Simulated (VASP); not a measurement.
Computed with LDA (Ceperley-Alder, Perdew-Zunger), VASP's LDA PAW potentials (set 64) (plane waves; VASP).

Input for VASP

**KPOINTS**
```
Automatic mesh
0
Gamma
 11 11 11
0 0 0
```

INCAR:
```
SYSTEM = CuZn
PREC = Accurate
ENCUT = 520
EDIFF = 1E-6
NELM = 100
ALGO = Normal
LREAL = .FALSE.
LASPH = .TRUE.
ISMEAR = 1
SIGMA = 0.1
LMAXMIX = 4
LWAVE = .FALSE.
LCHARG = .FALSE.
IBRION = 2
ISIF = 3
NSW = 60
EDIFFG = -0.01
```

### POSCAR
```
CuZn
1
    2.8764200822     0.0000000000     0.0000000000
   -0.0000000000     2.8764200822    -0.0000000000
   -0.0000000000    -0.0000000000     2.8764200822
Zn Cu
1 1
Direct
  0.5000000000   0.5000000000   0.5000000000
  0.0000000000   0.0000000000   0.0000000000
```

POTCAR, in this order: Zn Cu (LDA.64 set). Program: vasp_std.

Output

File OUTCAR:
```
 ion  position               nearest neighbor table
   1  0.500  0.500  0.500-   2 2.49   2 2.49   2 2.49   2 2.49   2 2.49   2 2.49   2 2.49   2 2.49
  LATTYP: Found a simple cubic cell.
 ALAT       =     2.8764200822
 Subroutine PRICEL returns:
 Original cell was already a primitive cell.
 Subroutine GETGRP returns: Found 48 space group operations
The static configuration has the point symmetry O_h .
The dynamic configuration has the point symmetry O_h .
 Subroutine INISYM returns: Found 48 space group operations
 Subroutine IBZKPT returns following result:
 Found     56 irreducible k-points:

 Following reciprocal coordinates:
            Coordinates               Weight
  0.000000  0.000000  0.000000      1.000000
  0.090909  0.000000  0.000000      6.000000
  0.181818  0.000000  0.000000      6.000000
  0.272727  0.000000  0.000000      6.000000
  0.363636  0.000000  0.000000      6.000000
  0.454545  0.000000  0.000000      6.000000
  0.090909  0.090909  0.000000     12.000000
  0.181818  0.090909  0.000000     24.000000
  0.272727  0.090909  0.000000     24.000000
  0.363636  0.090909  0.000000     24.000000
  0.454545  0.090909  0.000000     24.000000
  0.181818  0.181818  0.000000     12.000000
  0.272727  0.181818  0.000000     24.000000
  0.363636  0.181818  0.000000     24.000000
  0.454545  0.181818  0.000000     24.000000
  0.272727  0.272727  0.000000     12.000000
  0.363636  0.272727  0.000000     24.000000
  0.454545  0.272727  0.000000     24.000000
  0.363636  0.363636  0.000000     12.000000
  0.454545  0.363636  0.000000     24.000000
  0.454545  0.454545  0.000000     12.000000
  0.090909  0.090909  0.090909      8.000000
  0.181818  0.090909  0.090909     24.000000
  0.272727  0.090909  0.090909     24.000000
  0.363636  0.090909  0.090909     24.000000
...
```

**OSZICAR**
```
       N       E                     dE             d eps       ncg     rms          rms(c)
DAV:   1     0.101479963936E+03    0.10148E+03   -0.11513E+04  1840   0.260E+03
DAV:   2    -0.527522174005E+01   -0.10676E+03   -0.10406E+03  1680   0.322E+02
DAV:   3    -0.802132232200E+01   -0.27461E+01   -0.27335E+01  2037   0.697E+01
DAV:   4    -0.804108043890E+01   -0.19758E-01   -0.19755E-01  1995   0.523E+00
DAV:   5    -0.804133801150E+01   -0.25757E-03   -0.25757E-03  2192   0.630E-01    0.103E+01
DAV:   6    -0.771688197607E+01    0.32446E+00   -0.17730E+01  1817   0.118E+02    0.588E+00
DAV:   7    -0.681636174746E+01    0.90052E+00   -0.39494E+00  1834   0.114E+02    0.255E+00
DAV:   8    -0.681221780318E+01    0.41439E-02   -0.18222E-01  2153   0.595E+00    0.137E+00
DAV:   9    -0.680038058322E+01    0.11837E-01   -0.16753E-02  2207   0.335E+00    0.935E-02
DAV:  10    -0.680032879877E+01    0.51784E-04   -0.59746E-04  2637   0.378E-01    0.328E-02
DAV:  11    -0.680033251441E+01   -0.37156E-05   -0.30308E-05  2193   0.187E-01    0.762E-03
DAV:  12    -0.680033259923E+01   -0.84824E-07   -0.48665E-06  1998   0.660E-02
   1 F= -.68003326E+01 E0= -.68002880E+01  d E =-.680033E+01
       N       E                     dE             d eps       ncg     rms          rms(c)
DAV:   1    -0.680215977506E+01   -0.18273E-02   -0.24333E-02  1694   0.394E+00    0.327E-01
DAV:   2    -0.680097994424E+01    0.11798E-02   -0.13264E-02  1694   0.320E+00    0.145E-01
DAV:   3    -0.680047184040E+01    0.50810E-03   -0.32362E-03  1737   0.195E+00    0.864E-02
DAV:   4    -0.680039195029E+01    0.79890E-04   -0.18345E-04  2349   0.423E-01    0.342E-02
DAV:   5    -0.680036767193E+01    0.24278E-04   -0.17298E-05  2694   0.786E-02    0.203E-03
DAV:   6    -0.680036767214E+01   -0.20373E-09   -0.79818E-07  1101   0.182E-02
   2 F= -.68003677E+01 E0= -.68003176E+01  d E =-.350729E-04
```

File OUTCAR:
```
------------------------ aborting loop because EDIFF is reached ----------------------------------------
  FORCE on cell =-STRESS in cart. coord.  units (eV):
  Direction    XX          YY          ZZ          XY          YZ          ZX
  --------------------------------------------------------------------------------------
  Total        0.0016991      0.0016991      0.0016991     -0.0000000     -0.0000000      0.0000000
  in kB        0.1146237      0.1146237      0.1146237     -0.0000000     -0.0000000      0.0000000
  external PRESSURE =       0.1146237 kB  Pullay stress =       0.0000000 kB
  volume of cell :       23.75
      direct lattice vectors                 reciprocal lattice vectors
     2.874424695 -0.000000000 -0.000000000     0.347895703  0.000000000 -0.000000000
    -0.000000000  2.874424695 -0.000000000     0.000000000  0.347895703 -0.000000000
     0.000000000  0.000000000  2.874424695     0.000000000  0.000000000  0.347895703
 POSITION                                       TOTAL-FORCE (eV/Angst)
 -----------------------------------------------------------------------------------
      1.43721      1.43721      1.43721        -0.000000      0.000000      0.000000
      0.00000      0.00000      0.00000         0.000000     -0.000000      0.000000
 -----------------------------------------------------------------------------------
    total drift:                                0.000000      0.000000     -0.000000
  FREE ENERGIE OF THE ION-ELECTRON SYSTEM (eV)
  ---------------------------------------------------
  free  energy   TOTEN  =        -6.8003676721 eV

  energy  without entropy=       -6.8002175860  energy(sigma->0) =       -6.80031764

 reached required accuracy - stopping structural energy minimisation
```
(Selected blocks of OUTCAR.)

CONTCAR:
```
CuZn
   1.00000000000000
     2.8744246954162302   -0.0000000000000000   -0.0000000000000000
    -0.0000000000000000    2.8744246954162302   -0.0000000000000000
     0.0000000000000000    0.0000000000000000    2.8744246954162302
  Zn              Cu
     1     1
Direct
     0.5000000000000000    0.5000000000000000    0.5000000000000000
     0.0000000000000000    0.0000000000000000    0.0000000000000000
```

The compound is CuZn in the CsCl type structure. This run relaxes it. Symmetry was kept, so distortions that lower it aren't found. The start is the result of an earlier pass. The electron count is odd and the run is not spin-polarised, which forces a metal.
